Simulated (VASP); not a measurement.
Input:

```xyz
4
Lattice="1.6576 -5.0894 0.0000 1.6576 5.0894 0.0000 0.0000 0.0000 4.1840" Properties=species:S:1:pos:R:3 pbc="T T T"
P      1.6576     4.0079     3.8786
P      1.6576     1.0815     1.7866
P      1.6576    -1.0815     2.3974
P      1.6576    -4.0079     0.3054
```

Level of theory: PBE GGA with D4 dispersion, VASP's PBE PAW potentials (set 64) (plane waves; VASP 6.6.1). Numerical set-up: 520 eV cut-off, 11×11×8 Γ-centred mesh, tetrahedra with Blöchl corrections, potentials P.

The cores are frozen, which limits the accuracy of field gradients.

Q: Give the principal components of the electric field gradient (V/Å²) and the asymmetry η at each nucleus.

A: 
| atom | Vxx | Vyy | Vzz | η |
|---|---|---|---|---|
| P1 | 36.2 | 31.4 | -67.5 | 0.07 |
| P2 | 36.2 | 31.4 | -67.5 | 0.07 |
| P3 | 36.2 | 31.4 | -67.5 | 0.07 |
| P4 | 36.2 | 31.4 | -67.5 | 0.07 |

The compound is P in the black structure. It was relaxed first, which changed the volume by -7 %.
